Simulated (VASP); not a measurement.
# A VASP study of PtS2 (PBE + D3(BJ)): structure first, properties next, part 4 of 4

What structure does PtS2 take at this level, and what are its properties? The start is a cell from a database of measured crystal structures.

VASP 6.6.1; PBE with D3(BJ); plane waves and PAW (Pt, S).

So far, gap on the k-mesh (eV): step 2 (full relaxation (PBE + D3(BJ))) 0.162; step 4 (single point with fields (PBE + D3(BJ))) 0.162; step 6 (total and projected DOS (PBE + D3(BJ))) 0.214; step 7 (core-level energies (PBE + D3(BJ))) 0.162; step 8 (field gradients at the nuclei (PBE + D3(BJ))) 0.162. The relaxed cell has a = 3.576, c = 4.712 Å (conventional setting).

**9. Ionic relaxation at fixed cell (PBE + D3(BJ)), changed input**

This run is made with a changed input; what comes of it follows.

INCAR reads:

```
SYSTEM = PtS2
PREC = Accurate
ENCUT = 400
EDIFF = 1E-06
NELM = 57
ISMEAR = 0
SIGMA = 0.05
LREAL = .FALSE.
ALGO = Eigenval
GGA = PE
IVDW = 12
NBANDS = 17
LASPH = .TRUE.
LORBIT = 11
LWAVE = .FALSE.
LCHARG = .FALSE.
KPAR = 2
IBRION = 2
NSW = 30
ISIF = 2
EDIFFG = -0.01
```

POSCAR reads:

```
PtS2
1.0
    3.5760728491      0.0000000000      0.0000000000
   -1.7880364246      3.0969699332      0.0000000000
    0.0000000000      0.0000000000      4.7122623833
Pt S
1 2
Direct
    0.0000000000      0.0000000000      0.0000000000
    0.3333333333      0.6666666667      0.2560399136
    0.6666666667      0.3333333333      0.7439600864
```

KPOINTS reads:

```
Automatic mesh
0
Gamma
6 6 4
0 0 0
```

The projector-augmented-wave data sets are Pt and S (PBE family, release 64).

Started as:

```console
$ mpirun -np 2 vasp_std
```

Output:

```text
[... set-up lines as in an earlier step ...]
 entering main loop
       N       E                     dE             d eps       ncg     rms          rms(c)
EIG:   1     0.121564450626E+04    0.12156E+04    0.00000E+00     0   0.000E+00
EIG:   2     0.121564450626E+04   -0.12278E-10    0.00000E+00     0   0.000E+00
EIG:   3     0.121564450626E+04   -0.57753E-10    0.00000E+00     0   0.000E+00
EIG:   4     0.121564450626E+04    0.14552E-10    0.00000E+00     0   0.000E+00
EIG:   5     0.121564450626E+04    0.40927E-10    0.00000E+00     0   0.000E+00    0.716E+02
EIG:   6     0.127170299214E+04    0.56058E+02    0.00000E+00     0   0.000E+00    0.430E+02
EIG:   7     0.132694293818E+04    0.55240E+02    0.00000E+00     0   0.000E+00    0.393E+00
EIG:   8     0.133114146614E+04    0.41985E+01    0.00000E+00     0   0.000E+00    0.149E+00
EIG:   9     0.133199441657E+04    0.85295E+00    0.00000E+00     0   0.000E+00    0.412E-01
EIG:  10     0.133201885379E+04    0.24437E-01    0.00000E+00     0   0.000E+00    0.174E-02
EIG:  11     0.133201887177E+04    0.17984E-04    0.00000E+00     0   0.000E+00    0.109E-02
EIG:  12     0.133201887548E+04    0.37088E-05    0.00000E+00     0   0.000E+00    0.772E-04
EIG:  13     0.133201887579E+04    0.30943E-06    0.00000E+00     0   0.000E+00
 -----------------------------------------------------------------------------
|                                                                             |
|           W    W    AA    RRRRR   N    N  II  N    N   GGGG   !!!           |
|           W    W   A  A   R    R  NN   N  II  NN   N  G    G  !!!           |
|           W    W  A    A  R    R  N N  N  II  N N  N  G       !!!           |
|           W WW W  AAAAAA  RRRRR   N  N N  II  N  N N  G  GGG   !            |
|           WW  WW  A    A  R   R   N   NN  II  N   NN  G    G                |
|           W    W  A    A  R    R  N    N  II  N    N   GGGG   !!!           |
|                                                                             |
|     Your highest band is occupied at some k-points! Unless you are          |
|     performing a calculation for an insulator or semiconductor, without     |
|     unoccupied bands, you have included TOO FEW BANDS!! Please increase     |
|     the parameter NBANDS in file INCAR to ensure that the highest band      |
|     is unoccupied at all k-points. It is always recommended to include      |
|     a few unoccupied bands to accelerate the convergence of                 |
|     molecular-dynamics runs (even for insulators or semiconductors),        |
|     since the presence of unoccupied bands improves wavefunction            |
|     prediction and helps to suppress 'band-crossings'.                      |
|                                                                             |
 -----------------------------------------------------------------------------

   1 F= 0.13306748E+04 E0= 0.13306776E+04  d E =0.133067E+04
[... from here on, the cycles between the ionic steps are left out ...]
   2 F= 0.88673952E+03 E0= 0.88674095E+03  d E =-.443935E+03
   3 F= 0.87439737E+03 E0= 0.87439800E+03  d E =-.456277E+03
   5 F= 0.85930330E+03 E0= 0.85930423E+03  d E =-.150941E+02
   7 F= 0.85768781E+03 E0= 0.85768818E+03  d E =-.161549E+01
   9 F= 0.85281801E+03 E0= 0.85281846E+03  d E =-.648529E+01
  11 F= 0.84974340E+03 E0= 0.84974444E+03  d E =-.955990E+01
  13 F= 0.84973456E+03 E0= 0.84973549E+03  d E =-.884626E-02
  15 F= 0.84973444E+03 E0= 0.84973538E+03  d E =-.114192E-03
  17 F= 0.84973443E+03 E0= 0.84973537E+03  d E =-.125740E-03
  19 F= 0.84973441E+03 E0= 0.84973535E+03  d E =-.141667E-03
  21 F= 0.84973436E+03 E0= 0.84973529E+03  d E =-.200056E-03
  23 F= 0.84973412E+03 E0= 0.84973506E+03  d E =-.433491E-03
  25 F= 0.84973320E+03 E0= 0.84973413E+03  d E =-.135909E-02
  27 F= 0.84972962E+03 E0= 0.84973055E+03  d E =-.493956E-02
  29 F= 0.84971726E+03 E0= 0.84971819E+03  d E =-.172984E-01
  30 F= 0.84970572E+03 E0= 0.84970665E+03  d E =-.288403E-01
[...]
opt :   0.1361  next Energy=   849.700629 (dE=-0.339E-01)
```

It took 28 s on 2 MPI ranks of Intel Xeon 6975P-C (Granite Rapids), shared host; peak memory 0.29 GiB.

OUTCAR, selected parts (step 9):

```text
 Edisp (eV)   -1.35149

 k-point     1 :       0.0000    0.0000    0.0000
  band No.  band energies     occupation
    ...
      7      44.0523      2.00000
      8      47.6802      2.00000
      9      52.4978      2.00000
     10      63.4700      2.00000
     11      70.3073      2.00000
     12      74.2568      0.00000
     13      79.1890      0.00000
     14      83.0682      0.00000
     15      94.9037      0.00000
     16     104.5310      0.00000
    ...

 Edisp (eV)   -1.35152

  Total     343.91224   343.91224   363.98856    -0.00000     0.00000    -0.00000
  in kB   10558.09106 10558.09106 11174.43334    -0.00000     0.00000    -0.00000
  external pressure =    10763.54 kB  Pullay stress =        0.00 kB

 POSITION                                       TOTAL-FORCE (eV/Angst)
 -----------------------------------------------------------------------------------
      0.00000      0.00000      0.00000        -0.000000      0.000000      0.000000
     -0.00000      2.06465      3.00293         0.000000      0.000000      1.037288
      1.78804      1.03232      1.70933        -0.000000     -0.000000     -1.037288
 -----------------------------------------------------------------------------------
    total drift:                               -0.000000      0.000000      0.000000

  FREE ENERGIE OF THE ION-ELECTRON SYSTEM (eV)
  ---------------------------------------------------
  free  energy   TOTEN  =       849.7057161099 eV

  energy  without entropy=      849.7075886266  energy(sigma->0) =      849.70665237

[... 8 parts as in an earlier step ...]

[... 11 further parts left out ...]
[key lines of the parts left out:]
E-fermi :  71.5426
```

The relaxation used up its NSW steps before the forces met EDIFFG.

The fault in the input: no self-consistency without orbitals (ALGO = "Eigenval"). This ALGO needs a converged WAVECAR; use ALGO = Normal first.

**10. What came out**

- relaxed volume: 17.40 Å³/atom
- relaxed conventional cell a, b, c: 3.576, 3.576, 4.712 Å; angles 90.0, 90.0, 120.0°
- space group after relaxing, within 0.02 Å: P-3m1 (No. 164)
- band gap: 0.106 eV, indirect (least direct gap of that run 1.06 eV)
- gap among the points of the DOS mesh alone, an upper bound: 0.214 eV
- shallowest level of the frozen cores: Pt1 5p, 54.1 eV deep
- largest field gradient Vzz: 147.12 V/Å² on Pt1

What this shows: With PBE + D3(BJ), PtS2 relaxes to 17.40 Å³/atom in space group P-3m1 (held by the symmetry of the run) and has an indirect gap of 0.106 eV. Against the listed cell the volume lies -4.7 % (a +0.9 %, c -6.5 %). Band structure (PBE + D3(BJ)): The path shows an indirect gap of 0.11 eV (valence top at Γ, conduction bottom between H and A). The least direct gap is 1.06 eV. Spin-orbit coupling is left out, and with elements this heavy it would split and shift bands near the edges, and it can change the kind of a small gap. No search among competing phases was made, and a listed structure need not be the one stable at ambient conditions. All values are for a static lattice at zero temperature.

[Lines on the potential files, build, host, timing and source positions are cut from VASP's logs without a mark.]

[Logs are printed without paths, hosts, clocks, repeated set-up lines and the standing remarks that a program may print on its own settings, such as how far it seeks lower states.]

[Hosts, paths, dates, database ids (printed as entryN), source tags and the programs' standing remarks are cut or masked in the printed files.]

[A measured line is paired with the nearest computed mode of its activity, which favours agreement.]
